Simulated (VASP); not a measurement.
Data:

```yaml
crystal:
  lattice:
    - [0.00000, 3.06148, 3.06148]
    - [3.06148, 0.00000, 3.06148]
    - [3.06148, 3.06148, 0.00000]
  atoms:
    - { symbol: Cd, position: [0.00000, 0.00000, 0.00000] }
    - { symbol: Se, position: [0.25000, 0.25000, 0.25000] }
```

Calculation: SCAN meta-GGA, VASP's PBE PAW potentials (set 64) (plane waves; VASP). Run with 520 eV cut-off, 7×7×7 Γ-centred mesh, Gaussian smearing of 0.050 eV, potentials Cd Se.

**Question.** What does the run give for the energy per atom (σ→0), band gap (on the k-mesh) with the smallest direct gap where there is one?

**Answer.** 
```yaml
band gap (on the k-mesh): 0.93 eV
smallest direct gap (on the k-mesh): 0.93 eV
energy per atom (σ→0): -25.939 eV/atom
```

The absolute energy has meaning only against runs of the same code, potentials and settings.

The compound is CdSe in the zinc blende structure, whereas wurtzite is the usual form. It was relaxed first. The start is the result of an earlier pass.
